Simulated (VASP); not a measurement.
Computed with optB86b-vdW, VASP's PBE PAW potentials (set 64) (plane waves; VASP).

VASP ran on this input.

POSCAR:
```
BaTiO3
1
    4.0466462637     0.0000000000     0.0000000000
    0.0000000000     4.0466462637     0.0000000000
    0.0000000000     0.0000000000     4.0466462637
Ba Ti O
1 1 3
Direct
  0.0000000000   0.0000000000   0.0000000000
  0.5000000000   0.5000000000   0.5000000000
  0.5000000000   0.0000000000   0.5000000000
  0.0000000000   0.5000000000   0.5000000000
  0.5000000000   0.5000000000   0.0000000000
```

### KPOINTS
```
K-points
0
G
6 6 6
0 0 0
```

### INCAR
```
! general
SYSTEM  =BaTiO3
PREC    =Accurate
ENCUT   =520   ! plane-wave cut-off (eV)
LREAL   =F
LASPH   =T   ! aspherical one-centre terms

! electronic loop
EDIFF   =1E-7   ! SCF stop (eV)
NELM    =100   ! most electronic steps
ALGO    =Normal   ! blocked Davidson
LMAXMIX =4   ! l cut-off of mixed one-centre charges

! smearing
ISMEAR  =0   ! Gaussian
SIGMA   =0.05

! functional
GGA     =MK
LUSE_VDW=T
AGGAC   =0.0
PARAM1  =0.1234
PARAM2  =1.0

! ions
ISIF    =2

! output
LWAVE   =F
LCHARG  =F
```

POTCAR, in this order: Ba_sv Ti_sv O (PBE.64 set). Program: vasp_std.

The run wrote:

### OUTCAR
```
 ion  position               nearest neighbor table
   1  0.000  0.000  0.000-   3 2.86   4 2.86   5 2.86   3 2.86   4 2.86   4 2.86   5 2.86   4 2.86
                             3 2.86   5 2.86   3 2.86   5 2.86   2 3.50   2 3.50   2 3.50   2 3.50
   2  0.500  0.500  0.500-   3 2.02   4 2.02   5 2.02   5 2.02   3 2.02   4 2.02   1 3.50   1 3.50
                             1 3.50   1 3.50   1 3.50   1 3.50   1 3.50   1 3.50
   3  0.500  0.000  0.500-   2 2.02   2 2.02   1 2.86   1 2.86   1 2.86   1 2.86
   4  0.000  0.500  0.500-   2 2.02   2 2.02   1 2.86   1 2.86   1 2.86   1 2.86
   5  0.500  0.500  0.000-   2 2.02   2 2.02   1 2.86   1 2.86   1 2.86   1 2.86
  LATTYP: Found a simple cubic cell.
 ALAT       =     4.0466462637
 Subroutine PRICEL returns:
 Original cell was already a primitive cell.
 Subroutine GETGRP returns: Found 48 space group operations
The static configuration has the point symmetry O_h .
The dynamic configuration has the point symmetry O_h .
 Subroutine INISYM returns: Found 48 space group operations
 Subroutine IBZKPT returns following result:
 Found     20 irreducible k-points:

 Following reciprocal coordinates:
            Coordinates               Weight
  0.000000  0.000000  0.000000      1.000000
  0.166667  0.000000  0.000000      6.000000
  0.333333  0.000000  0.000000      6.000000
  0.500000  0.000000  0.000000      3.000000
  0.166667  0.166667  0.000000     12.000000
  0.333333  0.166667  0.000000     24.000000
  0.500000  0.166667  0.000000     12.000000
  0.333333  0.333333  0.000000     12.000000
  0.500000  0.333333  0.000000     12.000000
  0.500000  0.500000  0.000000      3.000000
  0.166667  0.166667  0.166667      8.000000
  0.333333  0.166667  0.166667     24.000000
  0.500000  0.166667  0.166667     12.000000
  0.333333  0.333333  0.166667     24.000000
  0.500000  0.333333  0.166667     24.000000
  0.500000  0.500000  0.166667      6.000000
  0.333333  0.333333  0.333333      8.000000
  0.500000  0.333333  0.333333     12.000000
  0.500000  0.500000  0.333333      6.000000
...
```

**OSZICAR**
```
       N       E                     dE             d eps       ncg     rms          rms(c)
DAV:   1     0.461783191266E+03    0.46178E+03   -0.21574E+04   960   0.180E+03
DAV:   2     0.378380541528E+01   -0.45800E+03   -0.44986E+03  1208   0.484E+02
DAV:   3    -0.400347838029E+02   -0.43819E+02   -0.43325E+02  1392   0.148E+02
DAV:   4    -0.421239809128E+02   -0.20892E+01   -0.20882E+01  1376   0.283E+01
DAV:   5    -0.422029259257E+02   -0.78945E-01   -0.78943E-01  1344   0.388E+00    0.227E+01
DAV:   6    -0.313805367498E+02    0.10822E+02   -0.76527E+01  1448   0.752E+01    0.103E+01
DAV:   7    -0.312944904832E+02    0.86046E-01   -0.12906E+01  1216   0.262E+01    0.626E+00
DAV:   8    -0.310726069649E+02    0.22188E+00   -0.10455E+00  1296   0.965E+00    0.281E+00
DAV:   9    -0.311015462139E+02   -0.28939E-01   -0.29722E-01  1272   0.438E+00    0.136E+00
DAV:  10    -0.310839006622E+02    0.17646E-01   -0.12201E-01  1280   0.364E+00    0.364E-01
DAV:  11    -0.310830171473E+02    0.88351E-03   -0.75158E-03  1208   0.578E-01    0.850E-02
DAV:  12    -0.310832251619E+02   -0.20801E-03   -0.14457E-03  1336   0.274E-01    0.118E-01
DAV:  13    -0.310830076563E+02    0.21751E-03   -0.12427E-03  1200   0.326E-01    0.141E-02
DAV:  14    -0.310830091457E+02   -0.14894E-05   -0.48492E-05  1112   0.645E-02    0.699E-03
DAV:  15    -0.310830087184E+02    0.42734E-06   -0.64183E-06  1376   0.238E-02    0.184E-03
DAV:  16    -0.310830086950E+02    0.23387E-07   -0.26034E-07   896   0.441E-03
   1 F= -.31083009E+02 E0= -.31083009E+02  d E =-.198944E-21
```

### OUTCAR
```
------------------------ aborting loop because EDIFF is reached ----------------------------------------
  FORCE on cell =-STRESS in cart. coord.  units (eV):
  Direction    XX          YY          ZZ          XY          YZ          ZX
  --------------------------------------------------------------------------------------
  Total       -1.9797621     -1.9797621     -1.9797621      0.0000000      0.0000000      0.0000000
  in kB      -47.8671820    -47.8671820    -47.8671820      0.0000000      0.0000000      0.0000000
  external PRESSURE =     -47.8671820 kB  Pullay stress =       0.0000000 kB
  volume of cell :       66.27
      direct lattice vectors                 reciprocal lattice vectors
     4.046646264  0.000000000  0.000000000     0.247118215  0.000000000  0.000000000
     0.000000000  4.046646264  0.000000000     0.000000000  0.247118215  0.000000000
     0.000000000  0.000000000  4.046646264     0.000000000  0.000000000  0.247118215
 POSITION                                       TOTAL-FORCE (eV/Angst)
 -----------------------------------------------------------------------------------
      0.00000      0.00000      0.00000         0.000000      0.000000      0.000000
      2.02332      2.02332      2.02332         0.000000      0.000000      0.000000
      2.02332      0.00000      2.02332         0.000000      0.000000      0.000000
      0.00000      2.02332      2.02332         0.000000      0.000000      0.000000
      2.02332      2.02332      0.00000         0.000000      0.000000      0.000000
 -----------------------------------------------------------------------------------
    total drift:                                0.000000      0.000000     -0.000000
  FREE ENERGIE OF THE ION-ELECTRON SYSTEM (eV)
  ---------------------------------------------------
  free  energy   TOTEN  =       -31.0830086950 eV

  energy  without entropy=      -31.0830086950  energy(sigma->0) =      -31.08300869
```
(Selected blocks of OUTCAR.)

The compound is BaTiO3 in the cubic perovskite structure, the ideal cubic form; the compound distorts at low or room temperature. This cell is one point of a volume scan, at 1.03 of the reference volume.
